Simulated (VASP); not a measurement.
Computed with LDA (Ceperley-Alder, Perdew-Zunger), VASP's LDA PAW potentials (set 64) (plane waves; VASP 6.6.1).

The input files of a VASP run:

INCAR:
```
# general
SYSTEM  = BaTiO3
PREC    = Accurate
ENCUT   = 620
LREAL   = .FALSE.
LASPH   = .TRUE.

# electronic loop
EDIFF   = 1E-6   # SCF stop (eV)
NELM    = 100   # most electronic steps
ALGO    = Normal   # blocked Davidson
LMAXMIX = 4   # l cut-off of mixed one-centre charges

# smearing
ISMEAR  = 0   # Gaussian
SIGMA   = 0.05   # width (eV)

# ions
IBRION  = 2   # conjugate gradients
NSW     = 40   # most ionic steps
ISIF    = 3   # ions, shape and volume
EDIFFG  = -0.02   # ionic stop
PSTRESS = 100

# output
LWAVE   = .FALSE.
LCHARG  = .FALSE.
```

POSCAR:
```
BaTiO3
1.0
  3.8893934191   0.0000000000   0.0000000000
  0.0000000000   3.8893934191   0.0000000000
  0.0000000000   0.0000000000   3.8893934191
Ba Ti O
1 1 3
Cart
  0.0000000000   0.0000000000   0.0000000000
  1.9446967096   1.9446967096   1.9446967096
  1.9446967096   0.0000000000   1.9446967096
  0.0000000000   1.9446967096   1.9446967096
  1.9446967096   1.9446967096   0.0000000000
```

File KPOINTS:
```
Automatic mesh
0
Gamma
6 6 6
0 0 0
```

POTCAR, in this order: Ba_sv Ti_sv O (LDA.64 set). Program: vasp_std.

What VASP printed:

### OSZICAR
```
       N       E                     dE             d eps       ncg     rms          rms(c)
DAV:   1     0.488756218168E+03    0.48876E+03   -0.23805E+04   960   0.208E+03
DAV:   2     0.579753701143E+00   -0.48818E+03   -0.48024E+03  1112   0.532E+02
DAV:   3    -0.521448965380E+02   -0.52725E+02   -0.51273E+02  1392   0.157E+02
DAV:   4    -0.543879122870E+02   -0.22430E+01   -0.22417E+01  1352   0.309E+01
DAV:   5    -0.544564287455E+02   -0.68516E-01   -0.68514E-01  1360   0.413E+00    0.254E+01
DAV:   6    -0.442365956852E+02    0.10220E+02   -0.68636E+01  1400   0.806E+01    0.108E+01
DAV:   7    -0.442045320437E+02    0.32064E-01   -0.95535E+00  1176   0.237E+01    0.719E+00
DAV:   8    -0.441072133555E+02    0.97319E-01   -0.14483E+00  1288   0.122E+01    0.223E+00
DAV:   9    -0.440821717562E+02    0.25042E-01   -0.26493E-01  1192   0.468E+00    0.903E-01
DAV:  10    -0.440831569048E+02   -0.98515E-03   -0.12211E-01  1232   0.251E+00    0.792E-01
DAV:  11    -0.440752201840E+02    0.79367E-02   -0.67507E-02  1408   0.182E+00    0.190E-01
DAV:  12    -0.440748324697E+02    0.38771E-03   -0.27381E-03  1200   0.508E-01    0.602E-02
DAV:  13    -0.440748165447E+02    0.15925E-04   -0.96007E-04  1360   0.215E-01    0.398E-02
DAV:  14    -0.440747956773E+02    0.20867E-04   -0.14347E-04  1200   0.831E-02    0.146E-02
DAV:  15    -0.440747948992E+02    0.77813E-06   -0.11923E-05  1296   0.312E-02    0.536E-03
DAV:  16    -0.440747947136E+02    0.18558E-06   -0.33337E-06   808   0.152E-02
   1 F= -.40402521E+02 E0= -.40402521E+02  d E =-.404025E+02
```

**OUTCAR**
```
------------------------ aborting loop because EDIFF is reached ----------------------------------------
  FORCE on cell =-STRESS in cart. coord.  units (eV):
  Direction    XX          YY          ZZ          XY          YZ          ZX
  --------------------------------------------------------------------------------------
  Total        3.6493967      3.6493967      3.6493967     -0.0000000      0.0000000     -0.0000000
  in kB       99.3770356     99.3770356     99.3770356     -0.0000000      0.0000000     -0.0000000
  external PRESSURE =      -0.6229644 kB  Pullay stress =     100.0000000 kB
  volume of cell :       58.84
      direct lattice vectors                 reciprocal lattice vectors
     3.889393419  0.000000000  0.000000000     0.257109501  0.000000000  0.000000000
     0.000000000  3.889393419  0.000000000     0.000000000  0.257109501  0.000000000
     0.000000000  0.000000000  3.889393419     0.000000000  0.000000000  0.257109501
 POSITION                                       TOTAL-FORCE (eV/Angst)
 -----------------------------------------------------------------------------------
      0.00000      0.00000      0.00000         0.000000      0.000000      0.000000
      1.94470      1.94470      1.94470         0.000000      0.000000      0.000000
      1.94470      0.00000      1.94470         0.000000      0.000000      0.000000
      0.00000      1.94470      1.94470         0.000000      0.000000      0.000000
      1.94470      1.94470      0.00000         0.000000      0.000000      0.000000
 -----------------------------------------------------------------------------------
    total drift:                                0.000000     -0.000000     -0.000000
  FREE ENERGIE OF THE ION-ELECTRON SYSTEM (eV)
  ---------------------------------------------------
  free  energy   TOTEN  =       -44.0747947136 eV

  energy  without entropy=      -44.0747947136  energy(sigma->0) =      -44.07479471
  enthalpy is  TOTEN    =       -40.4025210106 eV   P V=        3.6722737030

 reached required accuracy - stopping structural energy minimisation
```
(Selected blocks of OUTCAR.)

The compound is BaTiO3 in the cubic perovskite structure, the ideal cubic form; the compound distorts at low or room temperature. It was relaxed first under an external pressure of 10 GPa.
